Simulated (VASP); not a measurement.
VASP ran on this input.

**INCAR**
```
SYSTEM = GaAs
PREC = Accurate
ENCUT = 520
EDIFF = 1E-6
NELM = 100
ALGO = Normal
LREAL = .FALSE.
LASPH = .TRUE.
ISMEAR = 0
SIGMA = 0.05
GGA = PE
IVDW = 13
LMAXMIX = 4
LWAVE = .FALSE.
LCHARG = .FALSE.
IBRION = 2
ISIF = 3
NSW = 60
EDIFFG = -0.01
```

**POSCAR**
```
GaAs
1
    0.0000000000     2.8250000000     2.8250000000
    2.8250000000     0.0000000000     2.8250000000
    2.8250000000     2.8250000000     0.0000000000
Ga As
1 1
Direct
  0.0000000000   0.0000000000   0.0000000000
  0.2500000000   0.2500000000   0.2500000000
```

KPOINTS:
```
Automatic mesh
0
Gamma
7 7 7
0 0 0
```

POTCAR, in this order: Ga_d As (PBE.64 set). Program: vasp_std.

Q: Translate this PBE-D4 calculation to Ansatz.

A: One equivalent input (not run):
Ansatz 0.2 input:
```yaml
crystal:
  lattice:
    - [0.0000000, 2.8250000, 2.8250000]
    - [2.8250000, 0.0000000, 2.8250000]
    - [2.8250000, 2.8250000, 0.0000000]
  atoms:
    - { symbol: Ga, position: [0.0000000, 0.0000000, 0.0000000] }
    - { symbol: As, position: [0.2500000, 0.2500000, 0.2500000] }
kpoints:
  mp_grid: { grid: [7, 7, 7] }
hamiltonian:
  xc: pbe
  dispersion: d4
  pseudopotentials: { kind: paw }
scf:
  occupations: { method: gaussian, width: 0.05 }
  max_iter: 100
relax:
  max_steps: 60
  f_tol: 0.01
  cell: {}
output: { forces: true, stress: true, eigenvalues: true }
```
Limits of the translation: each code has its own PAW files, so the cut-off isn't converted (ENCUT is set for VASP's; basis.ecutwfc is left out, and Ansatz then takes the one that its files recommend); Ansatz stops its SCF on the density residual and VASP on the energy change (EDIFF).

The compound is GaAs in the zinc blende structure. This run relaxes it. Symmetry was kept, so distortions that lower it aren't found.
